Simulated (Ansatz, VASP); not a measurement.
# Cross-check of Ge (Germanium) between VASP and Ansatz, part 3 of 3

Wanted: the spread between two codes on one cell, functional and k mesh. The cell is taken from a series of runs on this material, whose earlier steps may have relaxed, scaled, displaced or heated it; both programs get it as it stands.

VASP 6.6.1 and Ansatz 0.2.0.

So far: The structure; Ansatz: zone-centre phonons, PBEsol; VASP: zone-centre phonons, PBEsol.

**3. VASP: zone-centre phonons, PBEsol (continued)**

Level of this step: PBEsol; plane waves and PAW (Ge_d) (VASP).

Numbers of over 12 decimals in the logs are rounded to 6 here.

Parts of OUTCAR (step 3):

```text
ion  position               nearest neighbor table
   1  0.500  0.500  0.500-   2 2.44   2 2.44   2 2.44   2 2.44
   2  0.750  0.750  0.750-   1 2.44   1 2.44   1 2.44   1 2.44

  LATTYP: Found a body centered tetragonal cell.
 ALAT       =     3.9329516640
 C/A-ratio  =     1.4647182658

 Subroutine GETGRP returns: Found  4 space group operations
 (whereof  2 operations were pure point group operations)

The static configuration has the point symmetry C_1h.
 The point group associated with its full space group is C_2h.

   k-points           NKPTS =   1728   k-points in BZ     NKDIM =   1728   number of bands    NBANDS=     20

   dimension x,y,z NGX =    30 NGY =   30 NGZ =   30
   dimension x,y,z NGXF=    60 NGYF=   60 NGZF=   60

   ENCUT  =  500.0 eV  36.75 Ry    6.06 a.u.   7.30  7.30  7.17*2*pi/ulx,y,z

   NELECT =      28.0000    total number of electrons

 k-points in reciprocal lattice and weights: Points of the shifted mesh
   0.04166667  0.04166667  0.04166667       0.001
   0.04166667  0.04166667  0.12500000       0.001
   0.04166667  0.04166667  0.20833333       0.001
   0.04166667  0.04166667  0.29166667       0.001
   0.04166667  0.04166667  0.37500000       0.001
   0.04166667  0.04166667  0.45833333       0.001
   0.04166667  0.04166667  0.54166667       0.001
   0.04166667  0.04166667  0.62500000       0.001
   0.04166667  0.04166667  0.70833333       0.001
[...]
0.95833333  0.95833333  0.87500000       0.001
   0.95833333  0.95833333  0.95833333       0.001

 average (electrostatic) potential at core
       1 -74.0224       2 -74.0224

  Total        0.7232577      0.7232577     -0.0376302     -0.0027603     -0.0016049     -0.0016049
  in kB       26.0090052     26.0090052     -1.3532155     -0.0992645     -0.0577122     -0.0577123
  external PRESSURE =      16.8882650 kB  Pullay stress =       0.0000000 kB

  energy-cutoff  :      500.00
  volume of cell :       44.55
      direct lattice vectors                 reciprocal lattice vectors
     0.000000000  2.781016792  2.880333070    -0.179790356  0.179790356  0.173591035
     2.781016792  0.000000000  2.880333070     0.179790356 -0.179790356  0.173591035
     2.781016792  2.781016792  0.000000000     0.179790356  0.179790356 -0.173591035

 POSITION                                       TOTAL-FORCE (eV/Angst)
 -----------------------------------------------------------------------------------
      2.78091      2.78091      2.88016         0.000039      0.000039      0.000052
      4.17163      4.17163      4.32067        -0.000039     -0.000039     -0.000052
 -----------------------------------------------------------------------------------
    total drift:                               -0.000000     -0.000000      0.000000

 Eigenvectors and eigenvalues of the dynamical matrix
 ----------------------------------------------------

   1 f  =    8.924185 THz    56.072308 2PiTHz  297.678772 cm-1    36.907447 meV
             X         Y         Z           dx          dy          dz
      2.780913  2.780913  2.880159     0.007323    0.007323    0.707031
      4.171629  4.171629  4.320674    -0.007323   -0.007323   -0.707031

   2 f  =    8.873867 THz    55.756153 2PiTHz  296.000356 cm-1    36.699350 meV
             X         Y         Z           dx          dy          dz
      2.780913  2.780913  2.880159    -0.500000    0.500000   -0.000000
      4.171629  4.171629  4.320674     0.500000   -0.500000    0.000000

   3 f  =    8.870157 THz    55.732840 2PiTHz  295.876586 cm-1    36.684005 meV
             X         Y         Z           dx          dy          dz
      2.780913  2.780913  2.880159     0.499946    0.499946   -0.010357
      4.171629  4.171629  4.320674    -0.499946   -0.499946    0.010357

   4 f  =    0.000000 THz     0.000000 2PiTHz    0.000002 cm-1     0.000000 meV
             X         Y         Z           dx          dy          dz
      2.780913  2.780913  2.880159     0.705202   -0.051864   -0.000125
      4.171629  4.171629  4.320674     0.705202   -0.051864   -0.000125

   5 f/i=    0.000000 THz     0.000001 2PiTHz    0.000003 cm-1     0.000000 meV
             X         Y         Z           dx          dy          dz
      2.780913  2.780913  2.880159    -0.051864   -0.705182   -0.005400
      4.171629  4.171629  4.320674    -0.051864   -0.705182   -0.005400

   6 f/i=    0.000000 THz     0.000001 2PiTHz    0.000004 cm-1     0.000001 meV
             X         Y         Z           dx          dy          dz
      2.780913  2.780913  2.880159     0.000271    0.005394   -0.707086
      4.171629  4.171629  4.320674     0.000271    0.005394   -0.707086

 ELASTIC MODULI CONTR FROM IONIC RELAXATION (kBar)
 Direction    XX          YY          ZZ          XY          YZ          ZX
 --------------------------------------------------------------------------------
 XX          -0.0090     -0.0042     -0.0070      0.7565      1.3654      0.1889
 YY          -0.0042     -0.0090     -0.0070      0.5801      0.3012      1.4286
 ZZ          -0.0070     -0.0070     -0.0202      2.2646      0.0152      0.3351
 XY           0.7565      0.5801      2.2646   -259.4026      0.1962      3.2736
 YZ           1.3654      0.3012      0.0152      0.1962   -280.7265      0.8847
 ZX           0.1889      1.4286      0.3351      3.2736      0.8847   -279.8435
 --------------------------------------------------------------------------------
```

The gap is read on the k-mesh alone, so it is an upper bound where the band edges lie off the mesh. Energies printed during the response cycles are not total energies of the cell.

**4. Comparison**

Known differences besides the potentials themselves: the cutoff is 420 eV in Ansatz and 500 eV in VASP; Ansatz makes its cores anew for this functional, VASP keeps those of its PBE data sets. Total energies have different zeros and are not compared.

Both answers:

```csv
quantity,Ansatz,VASP,difference
optical mode 1 to 2 (cm⁻¹),295.3,295.9,-0.20 %
optical mode 3 (cm⁻¹),297.8,297.7,+0.02 %
```

Modes are paired by rising frequency, not by their patterns, so a pair may set unlike modes beside each other; they are those without the splitting of longitudinal modes.

**5. Outcome**

* r.m.s. difference of the optical zone-centre modes, each program's sorted by frequency (zone-centre phonons, PBEsol): 0.49 cm⁻¹

In words: The r.m.s. difference of the optical zone-centre modes, each program's sorted by frequency is 0.49 cm⁻¹ (zone-centre phonons, PBEsol). Such differences can come from data sets, numerical settings and the points named under the comparisons, not from the functional's error against experiment.

[Lines on the potential files, build, host, timing and source positions are cut from VASP's logs without a mark.]

[Logs are printed without paths, hosts, clocks, repeated set-up lines and the standing remarks that a program may print on its own settings, such as how far it seeks lower states.]

[Hosts, paths, dates, database ids (printed as entryN), source tags and the programs' standing remarks are cut or masked in the printed files.]
